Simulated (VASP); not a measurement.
Here is the system:

```yaml
crystal:
  lattice:
    - [4.86832, -8.43217, 0.00000]
    - [4.86832, 8.43217, 0.00000]
    - [0.00000, 0.00000, 10.55628]
  atoms:
    - { symbol: Ga, position: [0.22205, 0.11115, 0.24971] }
    - { symbol: Ga, position: [0.11057, 0.22146, 0.99961] }
    - { symbol: Ga, position: [0.22172, 0.11026, 0.75051] }
    - { symbol: Ga, position: [0.11233, 0.22134, 0.50169] }
    - { symbol: Ga, position: [0.22233, 0.44451, 0.24909] }
    - { symbol: Ga, position: [0.11059, 0.55558, 0.99958] }
    - { symbol: Ga, position: [0.21853, 0.44239, 0.74952] }
    - { symbol: Ga, position: [0.11231, 0.55750, 0.50166] }
    - { symbol: Ga, position: [0.22201, 0.77749, 0.24968] }
    - { symbol: Ga, position: [0.11105, 0.88883, 0.00046] }
    - { symbol: Ga, position: [0.22175, 0.77767, 0.75054] }
    - { symbol: Ga, position: [0.11078, 0.88865, 0.49958] }
    - { symbol: Ga, position: [0.55495, 0.11080, 0.25017] }
    - { symbol: Ga, position: [0.44409, 0.22148, 0.99962] }
    - { symbol: Ga, position: [0.55558, 0.11093, 0.75011] }
    - { symbol: Ga, position: [0.44189, 0.22136, 0.50172] }
    - { symbol: Ga, position: [0.55501, 0.44451, 0.24907] }
    - { symbol: Ga, position: [0.44425, 0.55540, 0.99814] }
    - { symbol: Ga, position: [0.55703, 0.44244, 0.74956] }
    - { symbol: Ga, position: [0.55511, 0.77731, 0.24899] }
    - { symbol: Ga, position: [0.44409, 0.88909, 0.99955] }
    - { symbol: Ga, position: [0.55710, 0.78102, 0.74957] }
    - { symbol: Ga, position: [0.44183, 0.88691, 0.50163] }
    - { symbol: Ga, position: [0.88877, 0.11088, 0.25021] }
    - { symbol: Ga, position: [0.77775, 0.22217, 0.00057] }
    - { symbol: Ga, position: [0.88846, 0.11094, 0.75013] }
    - { symbol: Ga, position: [0.77741, 0.22199, 0.49949] }
    - { symbol: Ga, position: [0.88869, 0.44465, 0.25019] }
    - { symbol: Ga, position: [0.77821, 0.55566, 0.99956] }
    - { symbol: Ga, position: [0.88844, 0.44372, 0.75005] }
    - { symbol: Ga, position: [0.77797, 0.55753, 0.50167] }
    - { symbol: Ga, position: [0.88836, 0.77755, 0.24976] }
    - { symbol: Ga, position: [0.77820, 0.88907, 0.99961] }
    - { symbol: Ga, position: [0.88914, 0.77770, 0.75056] }
    - { symbol: Ga, position: [0.77802, 0.88709, 0.50168] }
    - { symbol: N, position: [0.22166, 0.11043, 0.43813] }
    - { symbol: N, position: [0.11071, 0.22159, 0.18730] }
    - { symbol: N, position: [0.22188, 0.11057, 0.93819] }
    - { symbol: N, position: [0.11041, 0.22089, 0.68888] }
    - { symbol: N, position: [0.20023, 0.43337, 0.43277] }
    - { symbol: N, position: [0.11066, 0.55573, 0.18728] }
    - { symbol: N, position: [0.22082, 0.44362, 0.93889] }
    - { symbol: N, position: [0.11038, 0.55573, 0.68885] }
    - { symbol: N, position: [0.22163, 0.77772, 0.43809] }
    - { symbol: N, position: [0.11083, 0.88873, 0.18851] }
    - { symbol: N, position: [0.22187, 0.77778, 0.93820] }
    - { symbol: N, position: [0.11087, 0.88852, 0.68786] }
    - { symbol: N, position: [0.55476, 0.11059, 0.43845] }
    - { symbol: N, position: [0.44379, 0.22158, 0.18730] }
    - { symbol: N, position: [0.55578, 0.11112, 0.93811] }
    - { symbol: N, position: [0.44364, 0.22093, 0.68890] }
    - { symbol: N, position: [0.56590, 0.43342, 0.43277] }
    - { symbol: N, position: [0.44414, 0.55544, 0.18737] }
    - { symbol: N, position: [0.55594, 0.44367, 0.93896] }
    - { symbol: N, position: [0.44424, 0.55530, 0.71175] }
    - { symbol: N, position: [0.56603, 0.79916, 0.43268] }
    - { symbol: N, position: [0.44376, 0.88885, 0.18726] }
    - { symbol: N, position: [0.55601, 0.77879, 0.93893] }
    - { symbol: N, position: [0.44365, 0.88900, 0.68885] }
    - { symbol: N, position: [0.88875, 0.11071, 0.43845] }
    - { symbol: N, position: [0.77750, 0.22212, 0.18883] }
    - { symbol: N, position: [0.88854, 0.11111, 0.93811] }
    - { symbol: N, position: [0.77748, 0.22185, 0.68775] }
    - { symbol: N, position: [0.88869, 0.44463, 0.43846] }
    - { symbol: N, position: [0.77795, 0.55583, 0.18728] }
    - { symbol: N, position: [0.88852, 0.44395, 0.93807] }
    - { symbol: N, position: [0.77848, 0.55577, 0.68887] }
    - { symbol: N, position: [0.88896, 0.77780, 0.43815] }
    - { symbol: N, position: [0.77803, 0.88892, 0.18727] }
    - { symbol: N, position: [0.88917, 0.77783, 0.93818] }
    - { symbol: N, position: [0.77853, 0.88905, 0.68886] }
```
Cell charge +1.

Method: HSE06 screened hybrid, VASP's PBE PAW potentials (set 64) (plane waves; VASP). Numerical set-up: PREC = Normal, LREAL = Auto, ISYM = 0, NELECT = 284.0, EDIFF = 1E-5, 400 eV cut-off, 1×1×1 Γ-centred mesh, Gaussian smearing of 0.050 eV, potentials Ga N. Starting moments (MAGMOM): 71*0.0282. The cell's moment is fixed (NUPDOWN = 2).

The cell is charged, with a uniform compensating background. The supercell is sampled at Γ alone, which is coarse: total energies, pressure and levels can be off, energies of defects by several tenths of an eV.

Problem. Estimate the cell moment, energy per atom (σ→0).

Solution. 
| Property | Result |
|---|---|
| cell moment | 2.00 μB |
| energy per atom (σ→0) | -7.312 eV/atom |

Problem. Give the moment on each site (PAW-sphere projection).

Solution. 
```csv
site,moment (μB)
Ga1,0.00
Ga2,0.00
Ga3,0.00
Ga4,-0.01
Ga5,-0.01
Ga6,0.00
Ga7,-0.01
Ga8,-0.01
Ga9,0.00
Ga10,0.00
Ga11,0.00
Ga12,0.00
Ga13,0.00
Ga14,0.00
Ga15,0.00
Ga16,-0.01
Ga17,-0.01
Ga18,-0.01
Ga19,-0.01
Ga20,-0.01
Ga21,0.00
Ga22,-0.01
Ga23,-0.01
Ga24,0.00
Ga25,0.00
Ga26,0.00
Ga27,-0.01
Ga28,0.00
Ga29,0.00
Ga30,0.00
Ga31,-0.01
Ga32,0.00
Ga33,0.00
Ga34,0.00
Ga35,-0.01
N36,-0.02
N37,-0.03
N38,-0.03
N39,-0.01
N40,0.44
N41,-0.03
N42,0.00
N43,-0.02
N44,-0.03
N45,-0.03
N46,-0.03
N47,-0.01
N48,0.05
N49,-0.03
N50,-0.03
N51,-0.02
N52,0.44
N53,-0.02
N54,0.00
N55,0.53
N56,0.44
N57,-0.03
N58,0.00
N59,-0.02
N60,0.05
N61,-0.04
N62,-0.03
N63,-0.02
N64,0.05
N65,-0.03
N66,-0.03
N67,-0.02
N68,-0.02
N69,-0.03
N70,-0.03
N71,-0.01
```

The cell is a supercell with a defect, built from GaN (wurtzite): vac_Ga, charge +1. The cell's shape comes from a PBE relaxation.
